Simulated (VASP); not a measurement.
Output of a VASP run:

File OSZICAR:
```
...
RMM:   7    -0.256805755678E+03   -0.50320E-05   -0.53910E-05   220   0.113E-02
   3 F= -.25680576E+03 E0= -.25680576E+03  d E =-.571093E+00
       N       E                     dE             d eps       ncg     rms          rms(c)
DAV:   1    -0.256868446329E+03   -0.62696E-01   -0.19594E+00   344   0.233E+00    0.467E-01
RMM:   2    -0.256879263011E+03   -0.10817E-01   -0.14011E-01   324   0.575E-01    0.178E-01
RMM:   3    -0.256881273886E+03   -0.20109E-02   -0.23417E-02   353   0.237E-01    0.126E-01
RMM:   4    -0.256881233369E+03    0.40516E-04   -0.27385E-03   330   0.877E-02    0.667E-02
RMM:   5    -0.256881269486E+03   -0.36116E-04   -0.75387E-04   327   0.464E-02    0.209E-02
RMM:   6    -0.256881263400E+03    0.60854E-05   -0.20219E-04   322   0.222E-02    0.136E-02
RMM:   7    -0.256881268866E+03   -0.54654E-05   -0.54231E-05   243   0.108E-02
   4 F= -.25688127E+03 E0= -.25688127E+03  d E =-.755132E-01
       N       E                     dE             d eps       ncg     rms          rms(c)
DAV:   1    -0.256886512702E+03   -0.52493E-02   -0.38726E-01   360   0.105E+00    0.203E-01
RMM:   2    -0.256888656795E+03   -0.21441E-02   -0.27847E-02   324   0.252E-01    0.771E-02
RMM:   3    -0.256889104828E+03   -0.44803E-03   -0.49822E-03   354   0.105E-01    0.503E-02
RMM:   4    -0.256889093498E+03    0.11330E-04   -0.56288E-04   329   0.396E-02    0.232E-02
RMM:   5    -0.256889104440E+03   -0.10942E-04   -0.17095E-04   317   0.213E-02    0.952E-03
RMM:   6    -0.256889103414E+03    0.10261E-05   -0.54050E-05   245   0.108E-02
   5 F= -.25688910E+03 E0= -.25688910E+03  d E =-.833477E-01
       N       E                     dE             d eps       ncg     rms          rms(c)
DAV:   1    -0.256902134331E+03   -0.13030E-01   -0.48411E-01   344   0.129E+00    0.255E-01
RMM:   2    -0.256904935878E+03   -0.28015E-02   -0.34626E-02   324   0.335E-01    0.855E-02
RMM:   3    -0.256905449538E+03   -0.51366E-03   -0.55796E-03   341   0.135E-01    0.533E-02
RMM:   4    -0.256905444441E+03    0.50961E-05   -0.70597E-04   327   0.521E-02    0.220E-02
RMM:   5    -0.256905460221E+03   -0.15780E-04   -0.18779E-04   332   0.253E-02    0.884E-03
RMM:   6    -0.256905461305E+03   -0.10838E-05   -0.44331E-05   241   0.117E-02
   6 F= -.25690546E+03 E0= -.25690546E+03  d E =-.163579E-01
       N       E                     dE             d eps       ncg     rms          rms(c)
DAV:   1    -0.256906884232E+03   -0.14240E-02   -0.14705E-01   368   0.709E-01    0.141E-01
RMM:   2    -0.256907742752E+03   -0.85852E-03   -0.10584E-02   324   0.185E-01    0.469E-02
RMM:   3    -0.256907902659E+03   -0.15991E-03   -0.17306E-03   341   0.752E-02    0.294E-02
RMM:   4    -0.256907901968E+03    0.69150E-06   -0.21866E-04   327   0.290E-02    0.123E-02
RMM:   5    -0.256907906943E+03   -0.49750E-05   -0.57519E-05   271   0.141E-02
   7 F= -.25690791E+03 E0= -.25690791E+03  d E =-.188035E-01
       N       E                     dE             d eps       ncg     rms          rms(c)
DAV:   1    -0.256909325549E+03   -0.14236E-02   -0.66021E-02   344   0.479E-01    0.958E-02
RMM:   2    -0.256909703472E+03   -0.37792E-03   -0.47468E-03   324   0.125E-01    0.309E-02
RMM:   3    -0.256909773437E+03   -0.69965E-04   -0.78654E-04   345   0.507E-02    0.195E-02
RMM:   4    -0.256909772260E+03    0.11772E-05   -0.98246E-05   320   0.194E-02
   8 F= -.25690977E+03 E0= -.25690977E+03  d E =-.186532E-02
```

### OUTCAR
```
------------------------ aborting loop because EDIFF is reached ----------------------------------------
  FORCE on cell =-STRESS in cart. coord.  units (eV):
  Direction    XX          YY          ZZ          XY          YZ          ZX
  --------------------------------------------------------------------------------------
  Total       28.2423687     28.2635821     28.2627897     -0.0013234     -0.0201876     -0.0075939
  in kB       29.5804172     29.6026356     29.6018056     -0.0013861     -0.0211441     -0.0079536
  external PRESSURE =      29.5949528 kB  Pullay stress =       0.0000000 kB
  volume of cell :     1529.70
      direct lattice vectors                 reciprocal lattice vectors
    11.522210422  0.000000000  0.000000000     0.086788903  0.000000000  0.000000000
     0.000000000 11.522210422  0.000000000     0.000000000  0.086788903  0.000000000
     0.000000000  0.000000000 11.522210422     0.000000000  0.000000000  0.086788903
  FREE ENERGIE OF THE ION-ELECTRON SYSTEM (eV)
  ---------------------------------------------------
  free  energy   TOTEN  =      -256.9097722597 eV

  energy  without entropy=     -256.9097722597  energy(sigma->0) =     -256.90977226

 reached required accuracy - stopping structural energy minimisation
```
(Selected blocks of OUTCAR.)

File POSCAR:
```
Ga31SnAs32
1
   11.5222104216     0.0000000000     0.0000000000
    0.0000000000    11.5222104216    -0.0000000000
   -0.0000000000    -0.0000000000    11.5222104216
Ga As Sn
31 32 1
Direct
  0.5000000000   0.0000000000   0.0000000000
  0.7500000000   0.2500000000   0.0000000000
  0.7500000000   0.0000000000   0.2500000000
  0.0000000000   0.0000000000   0.0000000000
  0.2500000000   0.2500000000   0.0000000000
  0.5000000000   0.5000000000   0.0000000000
  0.7500000000   0.7500000000   0.0000000000
  0.2500000000   0.0000000000   0.2500000000
  0.5000000000   0.2500000000   0.2500000000
  0.7500000000   0.5000000000   0.2500000000
  0.5000000000   0.0000000000   0.5000000000
  0.7500000000   0.2500000000   0.5000000000
  0.7500000000   0.0000000000   0.7500000000
  0.0000000000   0.5000000000   0.0000000000
  0.2500000000   0.7500000000   0.0000000000
  0.0000000000   0.2500000000   0.2500000000
  0.2500000000   0.5000000000   0.2500000000
  0.5000000000   0.7500000000   0.2500000000
  0.0000000000   0.0000000000   0.5000000000
  0.2500000000   0.2500000000   0.5000000000
  0.7500000000   0.7500000000   0.5000000000
  0.2500000000   0.0000000000   0.7500000000
  0.5000000000   0.2500000000   0.7500000000
  0.7500000000   0.5000000000   0.7500000000
  0.0000000000   0.7500000000   0.2500000000
  0.0000000000   0.5000000000   0.5000000000
  0.2500000000   0.7500000000   0.5000000000
  0.0000000000   0.2500000000   0.7500000000
  0.2500000000   0.5000000000   0.7500000000
  0.5000000000   0.7500000000   0.7500000000
  0.0000000000   0.7500000000   0.7500000000
  0.6250000000   0.1250000000   0.1250000000
  0.8750000000   0.3750000000   0.1250000000
  0.8750000000   0.1250000000   0.3750000000
  0.1250000000   0.1250000000   0.1250000000
  0.3750000000   0.3750000000   0.1250000000
  0.6250000000   0.6250000000   0.1250000000
  0.8750000000   0.8750000000   0.1250000000
  0.3750000000   0.1250000000   0.3750000000
  0.6254130000   0.3791350000   0.3785160000
  0.8750000000   0.6250000000   0.3750000000
  0.6250000000   0.1250000000   0.6250000000
  0.8750000000   0.3750000000   0.6250000000
  0.8750000000   0.1250000000   0.8750000000
  0.1250000000   0.6250000000   0.1250000000
  0.3750000000   0.8750000000   0.1250000000
  0.1250000000   0.3750000000   0.3750000000
  0.3759360000   0.6266890000   0.3753570000
  0.6250000000   0.8750000000   0.3750000000
  0.1250000000   0.1250000000   0.6250000000
  0.3760740000   0.3791450000   0.6264650000
  0.6228940000   0.6213760000   0.6265390000
  0.8750000000   0.8750000000   0.6250000000
  0.3750000000   0.1250000000   0.8750000000
  0.6250000000   0.3750000000   0.8750000000
  0.8750000000   0.6250000000   0.8750000000
  0.1250000000   0.8750000000   0.3750000000
  0.1250000000   0.6250000000   0.6250000000
  0.3750000000   0.8750000000   0.6250000000
  0.1250000000   0.3750000000   0.8750000000
  0.3750000000   0.6250000000   0.8750000000
  0.6250000000   0.8750000000   0.8750000000
  0.1250000000   0.8750000000   0.8750000000
  0.4995300000   0.4975620000   0.5034130000
```

Task: Reconstruct the remaining input files.

Result: Several could match; the one computed here: the input of the run itself, PBE GGA, plane waves, VASP's PBE PAW potentials (set 64).

### INCAR
```
ALGO  =  Fast
EDIFF  =  1E-5
EDIFFG  =  -0.03
ENCUT  =  400
GGA  =  PE
IBRION  =  2
ISIF  =  2
ISMEAR  =  0
ISYM  =  0
LASPH  =  T
LCHARG  =  F
LMAXMIX  =  4
LREAL  =  Auto
LWAVE  =  T
NELECT  =  258.0
NELM  =  100
NELMIN  =  4
NSW  =  60
PREC  =  Normal
SIGMA  =  0.05
SYSTEM  =  Ga31SnAs32
```

**KPOINTS**
```
Automatic mesh
0
Gamma
1 1 1
0 0 0
```

POTCAR, in this order: Ga As Sn (PBE.64 set). Program: vasp_gam.

The cell is charged, with a uniform compensating background. The supercell is sampled at Γ alone, which is coarse: total energies, pressure and levels can be off, energies of defects by several tenths of an eV.

The cell is a supercell with a defect, built from GaAs (zinc blende): Sn_Ga, charge -1. The run is not spin-polarised, so no state with unpaired spins was tried.
